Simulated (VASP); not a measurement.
Set up this calculation in VASP 6.6.1, as the native input.

| Property | Result |
| --- | --- |
| Task | relaxation of cell and atoms |
| Functional | PBE |
| Potentials or basis | VASP PAW PBE potentials, release 64 (Mg, Sn_d, O) |
| Cutoff | 520 eV |
| k mesh | 4 × 4 × 4 |
| Occupations | gaussian, width 0.15 eV |
| Spin | no spin polarisation |
| Further INCAR settings | PREC = Normal; ALGO = Fast; EDIFF = 0.0001; IBRION = 2; EDIFFG = -0.08; NSW = 24; ISIF = 3 |

The structure of MgSnO2 lies in POSCAR:

```
MgSnO2
1.0
   -2.6924750800      2.6924750800      2.6145170300
    2.6924750800     -2.6924750800      2.6145170300
    2.6924750800      2.6924750800     -2.6145170300
Mg Sn O
1 1 2
Direct
    0.0000000000      0.0000000000      0.0000000000
    0.5000000000      0.5000000000      0.0000000000
    0.5000000000      0.0000000000      0.5000000000
    0.0000000000      0.5000000000      0.5000000000
```

The cell was built by a generator and needn't be a form met in nature.

The input as run:

INCAR

```
SYSTEM = MgSnO2
PREC = Normal
ENCUT = 520
EDIFF = 1E-4
ISMEAR = 0
SIGMA = 0.15
LREAL = .False.
LASPH = .True.
NELM = 60
ALGO = Fast
ISIF = 3
LWAVE = .False.
LCHARG = .False.
GGA = PE
IBRION = 2
NSW = 24
EDIFFG = -0.08
```

KPOINTS

```
regular mesh
0
Gamma
  4 4 4
  0 0 0
```

Potentials or basis: VASP PAW PBE potentials, release 64 (Mg, Sn_d, O).

Command:

```sh
$ cat potpaw_PBE.64/Mg/POTCAR potpaw_PBE.64/Sn_d/POTCAR potpaw_PBE.64/O/POTCAR > POTCAR
$ mpirun -np 1 vasp_std > vasp.out
```

Results of the run:

```yaml
Relaxed_volume: 15.70 Å³/atom
Relaxed_cell: a = 4.511 Å, b = 4.511 Å, c = 4.511 Å, α = 122.02°, β = 122.02°, γ = 86.53°
Space_group_after_relaxing_to_0.05_Å: I4/mmm (No. 139)
Energy_gained_by_relaxing: 1176.8 meV/atom
Ionic_steps: 14
Pressure_after_relaxing: -0.1 GPa
Band_gap_on_the_k_mesh: 0.10 eV, direct
```

Caveat: the volume moved by over 15 % at a fixed basis, so the end points are rough; spin-orbit coupling is left out, which moves the levels of the heavy elements.

It took 2.2 min on 1 thread of Intel(R) Xeon(R) Platinum 8488C (Sapphire Rapids), with other jobs on the host, peak memory 0.17 GiB.
